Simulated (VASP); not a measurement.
# Zr2Ir with PBEsol: from relaxation to properties, part 2 of 5

What structure and properties does PBEsol give Zr2Ir, and how near are they to the measured ones? The start is a computed cell from the Materials Project.

VASP 6.6.1; PBEsol; plane waves and PAW (Zr_sv, Ir).

Still holding for the runs below: The k-mesh is coarse for a metal.

So far. Step 2 (Relaxing cell and atoms (PBEsol)): It ends with forces under 0.001 eV/Å and a pressure of 0.01 GPa. The relaxed cell has a = 6.460, c = 5.667 Å (conventional setting).

### 3. Second relaxation

The basis stayed that of the start cell while the cell moved. A rerun from the cell reached resets it; the error of the finite cutoff stays.

Input file INCAR:

```
SYSTEM = Zr2Ir
PREC = Accurate
ENCUT = 400
EDIFF = 1E-06
NELM = 100
ISMEAR = 1
SIGMA = 0.2
LREAL = .FALSE.
ALGO = Normal
GGA = PS
NBANDS = 40
LASPH = .TRUE.
LORBIT = 11
LWAVE = .FALSE.
LCHARG = .FALSE.
KPAR = 4
IBRION = 2
NSW = 60
ISIF = 3
EDIFFG = -0.01
```

Input file POSCAR:

```
Zr2Ir
1.0
   -3.2299631517      3.2299631517      2.8333334384
    3.2299631517     -3.2299631517      2.8333334384
    3.2299631517      3.2299631517     -2.8333334384
Zr Ir
4 2
Direct
    0.6702729772      0.1702729772      0.8405459545
    0.3297270228      0.8297270228      0.1594540455
    0.8297270228      0.6702729772      0.5000000000
    0.1702729772      0.3297270228      0.5000000000
    0.7500000000      0.7500000000      0.0000000000
    0.2500000000      0.2500000000      0.0000000000
```

Input file KPOINTS:

```
Automatic mesh
0
Gamma
5 5 5
0 0 0
```

PAW data sets: Zr_sv and Ir (PBE family, release 64).

Run with:

```bash
> mpirun -np 4 vasp_std
```

The log of the run:

```text
[banner, memory and clock lines left out]
running    4 mpi-ranks, on    1 nodes
 distrk:  each k-point on    1 cores,    4 groups
 distr:  one band on    1 cores,    1 groups

 POSCAR found type information on POSCAR ZrIr
 POSCAR found :  2 types and       6 ions
 [... a notice as in an earlier step ...]

 LDA part: xc-table for (Slater+PW92), standard interpolation
 POSCAR, INCAR and KPOINTS ok, starting setup
 FFT: planning ... GRIDC
 FFT: planning ... GRID_SOFT
 FFT: planning ... GRID
 WAVECAR not read
 entering main loop
       N       E                     dE             d eps       ncg     rms          rms(c)
DAV:   1     0.653462289636E+03    0.65346E+03   -0.28905E+04  1440   0.136E+03
DAV:   2     0.281222489366E+01   -0.65065E+03   -0.62927E+03  1528   0.465E+02
DAV:   3    -0.573097562512E+02   -0.60122E+02   -0.57690E+02  2432   0.111E+02
DAV:   4    -0.626633534395E+02   -0.53536E+01   -0.52934E+01  2168   0.296E+01
DAV:   5    -0.630012072374E+02   -0.33785E+00   -0.33768E+00  2296   0.727E+00    0.295E+01
DAV:   6    -0.605521264025E+02    0.24491E+01   -0.35076E+00  1624   0.114E+01    0.118E+01
DAV:   7    -0.600333438136E+02    0.51878E+00   -0.24290E+00  2208   0.941E+00    0.212E+00
DAV:   8    -0.600376634303E+02   -0.43196E-02   -0.19971E-01  2056   0.209E+00    0.152E+00
DAV:   9    -0.600371483664E+02    0.51506E-03   -0.10431E-01  2136   0.218E+00    0.481E-01
DAV:  10    -0.600334021885E+02    0.37462E-02   -0.16463E-02  1984   0.822E-01    0.580E-02
DAV:  11    -0.600334136676E+02   -0.11479E-04   -0.81023E-04  2008   0.129E-01    0.335E-02
DAV:  12    -0.600334120198E+02    0.16479E-05   -0.91776E-05  2016   0.511E-02    0.143E-02
DAV:  13    -0.600334104706E+02    0.15491E-05   -0.96413E-06  2008   0.203E-02    0.292E-03
DAV:  14    -0.600334097752E+02    0.69548E-06   -0.42961E-07  1120   0.404E-03
   1 F= -.60033410E+02 E0= -.60033029E+02  d E =-.600334E+02
 curvature:   0.00 expect dE= 0.000E+00 dE for cont linesearch  0.000E+00
 trial: gam= 0.00000 g(F)=  0.502E-07 g(S)=  0.302E-04 ort = 0.000E+00 (trialstep = 0.100E+01)
 search vector abs. value=  0.302E-04
 reached required accuracy - stopping structural energy minimisation
```

Run time: 29 s. Hardware: 4 MPI ranks of AMD EPYC 7R43, shared host; peak memory 0.81 GiB.

OUTCAR, selected parts (step 3):

```text
  LATTYP: Found a body centered tetragonal cell.
 ALAT       =     6.4599263034
 C/A-ratio  =     0.8772030222

 Found     18 irreducible k-points:

   ENCUT  =  400.0 eV  29.40 Ry    5.42 a.u.   8.77  8.77  8.77*2*pi/ulx,y,z

   NELECT =      66.0000    total number of electrons

 E-fermi :   9.2387

 k-point     1 :       0.0000    0.0000    0.0000
  band No.  band energies     occupation
    ...
     27       7.2665      2.00000
     28       7.9375      2.00000
     29       8.5527      2.00001
     30       8.5527      2.00001
     31       8.9653      2.06583
     32       9.7038     -0.00487
     33       9.7038     -0.00487
     34       9.7245     -0.00316
     35       9.7245     -0.00316
     36       9.7389     -0.00230
    ...

 k-point     2 :       0.2000   -0.0000    0.0000
  band No.  band energies     occupation
    ...
     30       8.5229      2.00001
     31       8.6551      2.00029
     32       8.8229      2.01230
     33       9.0261      2.06098
     34       9.0387      2.05020
     35      10.0811     -0.00000
     36      10.0866     -0.00000
     37      10.2764     -0.00000
     38      10.6249     -0.00000
     39      11.1997     -0.00000
    ...

  Total       -0.0311968     -0.0311968     -0.0425175      0.0000000     -0.0000000      0.0000000
  in kB       -0.4227350     -0.4227350     -0.5761366      0.0000000     -0.0000000      0.0000000
  external PRESSURE =      -0.4738689 kB  Pullay stress =       0.0000000 kB

 POSITION                                       TOTAL-FORCE (eV/Angst)
 -----------------------------------------------------------------------------------
      1.09995      4.32991     -0.00000        -0.000361     -0.000361      0.000000
      2.13001     -1.09995      2.83333         0.000361      0.000361     -0.000000
      1.09995      2.13001      2.83333        -0.000361      0.000361     -0.000000
      2.13001      1.09995      0.00000         0.000361     -0.000361     -0.000000
      0.00000      0.00000      4.25000        -0.000000     -0.000000     -0.000000
      0.00000      0.00000      1.41667        -0.000000      0.000000     -0.000000
 -----------------------------------------------------------------------------------
    total drift:                                0.000000      0.000000     -0.000000

  FREE ENERGIE OF THE ION-ELECTRON SYSTEM (eV)
  ---------------------------------------------------
  free  energy   TOTEN  =       -60.0334097752 eV

  energy  without entropy=      -60.0322673341  energy(sigma->0) =      -60.03302896

 total charge
# of ion       s       p       d       tot
------------------------------------------
    1        2.223   5.982   1.615   9.820
    2        2.223   5.982   1.615   9.820
    3        2.223   5.982   1.615   9.820
    4        2.223   5.982   1.615   9.820
    5        0.814   0.616   7.094   8.524
    6        0.814   0.616   7.094   8.524
--------------------------------------------------
tot         10.519  25.160  20.646  56.326

[... 6 parts as in an earlier step ...]

[... 7 further parts left out ...]
```

CONTCAR:

```
Zr2Ir
   1.00000000000000
    -3.2299631516999998    3.2299631516999998    2.8333334384000000
     3.2299631516999998   -3.2299631516999998    2.8333334384000000
     3.2299631516999998    3.2299631516999998   -2.8333334384000000
  Zr              Ir
     4     2
Direct
     0.6702729771999998    0.1702729771999998    0.8405459545000014
     0.3297270228000002    0.8297270228000002    0.1594540454999986
     0.8297270228000002    0.6702729771999998    0.5000000000000000
     0.1702729771999998    0.3297270228000002    0.5000000000000000
     0.7500000000000000    0.7500000000000000    0.0000000000000000
     0.2500000000000000    0.2500000000000000    0.0000000000000000
```

Little changed from the start: no atom moved by 0.005 Å and no cell edge by 0.1 %.

Numbers from this step:

```yaml
free_energy_toten: -60.0334 eV
energy_at_zero_smearing: -60.0330 eV
fermi_energy: 9.239 eV
pressure: -0.04739 GPa
scf_cycles_over_all_ionic_steps: 14
```

It ends with a largest force of 0.001 eV/Å and a pressure of -0.05 GPa. The volume moved by under 0.01 %: the run met its threshold at the first step.

### 4. Single point with fields (PBEsol)

A single point on the relaxed cell gives a clean self-consistent state, with density, ELF and potential written out.

Changes to INCAR since step 3:

```diff
@@ -14,7 +14,5 @@
 LWAVE = .FALSE.
-LCHARG = .FALSE.
-KPAR = 4
-IBRION = 2
-NSW = 60
-ISIF = 3
-EDIFFG = -0.01
+LCHARG = .TRUE.
+ISIF = 2
+LELF = .TRUE.
+LVHAR = .TRUE.
```

POSCAR is that of step 3.

KPOINTS is that of step 3.

Run with:

```bash
> mpirun -np 4 vasp_std
```

The log of the run:

```text
[banner, memory and clock lines left out]
running    4 mpi-ranks, on    1 nodes
 distrk:  each k-point on    4 cores,    1 groups
 distr:  one band on    1 cores,    4 groups

 POSCAR found type information on POSCAR ZrIr
 POSCAR found :  2 types and       6 ions
 [... a notice as in an earlier step ...]

 LDA part: xc-table for (Slater+PW92), standard interpolation
 POSCAR, INCAR and KPOINTS ok, starting setup
 FFT: planning ... GRIDC
 FFT: planning ... GRID_SOFT
 FFT: planning ... GRID
 WAVECAR not read
 entering main loop
       N       E                     dE             d eps       ncg     rms          rms(c)
[... 1 cycle as in an earlier step ...]
DAV:   2     0.281222489488E+01   -0.65065E+03   -0.62927E+03  1528   0.465E+02
DAV:   3    -0.573097562508E+02   -0.60122E+02   -0.57690E+02  2432   0.111E+02
DAV:   4    -0.626633534407E+02   -0.53536E+01   -0.52934E+01  2168   0.296E+01
DAV:   5    -0.630012072375E+02   -0.33785E+00   -0.33768E+00  2296   0.727E+00    0.295E+01
DAV:   6    -0.605521264018E+02    0.24491E+01   -0.35076E+00  1624   0.114E+01    0.118E+01
DAV:   7    -0.600333438126E+02    0.51878E+00   -0.24290E+00  2208   0.941E+00    0.212E+00
DAV:   8    -0.600376634307E+02   -0.43196E-02   -0.19971E-01  2056   0.209E+00    0.152E+00
DAV:   9    -0.600371483668E+02    0.51506E-03   -0.10431E-01  2136   0.218E+00    0.481E-01
DAV:  10    -0.600334021903E+02    0.37462E-02   -0.16463E-02  1984   0.822E-01    0.580E-02
DAV:  11    -0.600334136672E+02   -0.11477E-04   -0.81023E-04  2008   0.129E-01    0.335E-02
DAV:  12    -0.600334120199E+02    0.16473E-05   -0.91776E-05  2016   0.511E-02    0.143E-02
DAV:  13    -0.600334104703E+02    0.15496E-05   -0.96413E-06  2008   0.203E-02    0.292E-03
DAV:  14    -0.600334097749E+02    0.69540E-06   -0.42962E-07  1120   0.404E-03
   1 F= -.60033410E+02 E0= -.60033029E+02  d E =-.114244E-02
```

It took 28 s on 4 MPI ranks; peak memory 0.45 GiB; 1.7 min of CPU time.

From OUTCAR (step 4):

```text
 Found     18 irreducible k-points:

   NELECT =      66.0000    total number of electrons

 E-fermi :   9.2387

  Total       -0.0311968     -0.0311968     -0.0425175      0.0000000      0.0000000      0.0000000
  in kB       -0.4227348     -0.4227348     -0.5761366      0.0000000      0.0000000      0.0000000
  external PRESSURE =      -0.4738688 kB  Pullay stress =       0.0000000 kB

 POSITION                                       TOTAL-FORCE (eV/Angst)
 -----------------------------------------------------------------------------------
      1.09995      4.32991     -0.00000        -0.000361     -0.000361     -0.000000
      2.13001     -1.09995      2.83333         0.000361      0.000361      0.000000
      1.09995      2.13001      2.83333        -0.000361      0.000361     -0.000000
      2.13001      1.09995      0.00000         0.000361     -0.000361      0.000000
      0.00000      0.00000      4.25000         0.000000      0.000000      0.000000
      0.00000      0.00000      1.41667         0.000000      0.000000      0.000000
 -----------------------------------------------------------------------------------
    total drift:                                0.000000      0.000000     -0.000000

  FREE ENERGIE OF THE ION-ELECTRON SYSTEM (eV)
  ---------------------------------------------------
  free  energy   TOTEN  =       -60.0334097749 eV

  energy  without entropy=      -60.0322673338  energy(sigma->0) =      -60.03302896

[... 17 parts as in an earlier step ...]
```

This step gave:

```
electronic steps : 14
```

Valence electrons inside each PAW sphere by angular momentum. Sphere charges, by row:

```csv
atom,s (e),p (e),d (e),tot (e)
Zr1,2.223,5.982,1.615,9.82
Zr2,2.223,5.982,1.615,9.82
Zr3,2.223,5.982,1.615,9.82
Zr4,2.223,5.982,1.615,9.82
Ir5,0.814,0.616,7.094,8.524
Ir6,0.814,0.616,7.094,8.524
```

Valence density in the ab plane of the conventional cell at fractional z = 0.000, with atoms of Zr within 0.2 Å of it. It is the smooth field of the valence electrons, not physical close to the nuclei.

Values in e/Å³, 10 rows by 16 columns, each cell a mean:
```
0.3 0.3 0.2 0.2 0.2 0.2 0.2 0.2 0.3 1.1 2.1 2.0 0.9 0.3 0.3 0.3
0.3 0.4 0.5 0.5 0.3 0.2 0.1 0.2 0.6 2.8 5.2 5.0 2.4 0.5 0.2 0.2
0.5 1.9 3.7 3.6 1.7 0.4 0.2 0.2 0.4 1.3 2.6 2.6 1.2 0.3 0.2 0.2
0.6 2.6 4.8 4.7 2.2 0.5 0.2 0.2 0.3 0.3 0.3 0.3 0.2 0.1 0.1 0.2
0.3 0.6 1.2 1.1 0.5 0.3 0.3 0.3 0.4 0.3 0.2 0.2 0.2 0.2 0.2 0.2
0.2 0.2 0.2 0.2 0.2 0.2 0.3 0.3 0.3 0.3 0.3 0.5 1.5 2.2 1.5 0.6
0.2 0.1 0.1 0.2 0.4 0.6 0.4 0.3 0.2 0.2 0.3 1.4 4.1 5.5 4.0 1.3
0.2 0.2 0.2 1.0 2.9 4.0 2.8 0.9 0.2 0.1 0.2 0.7 2.0 2.8 1.9 0.6
0.3 0.2 0.3 1.2 3.8 5.1 3.7 1.2 0.2 0.1 0.1 0.2 0.2 0.3 0.3 0.3
0.4 0.3 0.3 0.4 0.9 1.3 0.9 0.4 0.2 0.2 0.2 0.2 0.2 0.2 0.3 0.3
```
Columns run along a (6.5 Å), rows up along b (6.5 Å), edges of the conventional cell, whose origin can differ from the input's. Atoms in or near the plane, at fractional coordinates: Zr at (0.17, 0.67), Zr at (0.83, 0.33), Zr at (0.67, 0.83), Zr at (0.33, 0.17).

ELF in the ab plane of the conventional cell at fractional z = 0.000, with atoms of Zr within 0.2 Å of it. It is the smooth field of the valence electrons, not physical close to the nuclei.

Ten even steps from '0' (0.12) to '9' (0.80), each cell a mean:
```
444200012135630244
432111331279983134
211001330289996023
025652110289996011
169995010048873010
289996012112321220
289995024321001331
158862134443211232
112210244444200012
221001344443125641
133211234442169984
023210012330389996
011136630110389995
010279983011168862
220399996012113211
431289995124210123
442148863122111344
443102221211001344
```
Columns run along a (6.5 Å), rows up along b (6.5 Å), edges of the conventional cell, whose origin can differ from the input's. Atoms in or near the plane, at fractional coordinates: Zr at (0.17, 0.67), Zr at (0.83, 0.33), Zr at (0.67, 0.83), Zr at (0.33, 0.17).

Electrostatic potential energy in the ab plane of the conventional cell at fractional z = 0.000, with atoms of Zr within 0.2 Å of it. With pseudopotentials it is smooth inside the atoms' cores, unlike the true potential.

Ten even steps from '_' (-69 eV) to '@' (1 eV), each cell a mean:
```
@@@@@@@@@@@@@@@@@@@@##++++**%%@@@@@@
@@@@@@@@@@@@@@@@@@%%==....::**@@@@@@
@@@@%%%%@@@@@@@@@@##::____..==%%@@@@
@@##++==++%%@@@@@@##--____..==%%@@@@
%%==..__::++@@@@@@%%++::::--##@@@@@@
##::______==%%@@@@@@%%##**##@@@@@@@@
##--____..++%%@@@@@@@@@@@@@@@@@@@@@@
%%**--::==##@@@@@@@@@@@@@@@@@@@@@@@@
@@%%####%%@@@@@@@@@@@@@@@@@@@@@@@@@@
@@@@@@@@@@@@@@@@@@@@@@@@@@##++++**%%
@@@@@@@@@@@@@@@@@@@@@@@@##==....::**
@@@@@@@@@@%%%%@@@@@@@@@@**::____..++
@@@@@@@@##====**%%@@@@@@##::____..++
@@@@@@##--....::**@@@@@@%%++::::==##
@@@@@@**::____..++%%@@@@@@%%##**##@@
@@@@@@##::____..++@@@@@@@@@@@@@@@@@@
@@@@@@%%++--::==##@@@@@@@@@@@@@@@@@@
@@@@@@@@%%####%%@@@@@@@@%%@@@@@@@@@@
```
Columns run along a (6.5 Å; values clipped at the 3rd and 97th percentile), rows up along b (6.5 Å), edges of the conventional cell, whose origin can differ from the input's. Atoms in or near the plane, at fractional coordinates: Zr at (0.17, 0.67), Zr at (0.83, 0.33), Zr at (0.67, 0.83), Zr at (0.33, 0.17).

In this run the pressure is -0.05 GPa, small enough to go on.

[end of part 2 of 5]

[Lines on the potential files, build, host, timing and source positions are cut from VASP's logs without a mark.]

[Logs are printed without paths, hosts, clocks, repeated set-up lines and the standing remarks that a program may print on its own settings, such as how far it seeks lower states.]

[Hosts, paths, dates, database ids (printed as entryN), source tags and the programs' standing remarks are cut or masked in the printed files.]

[A measured line is paired with the nearest computed mode of its activity, which favours agreement.]
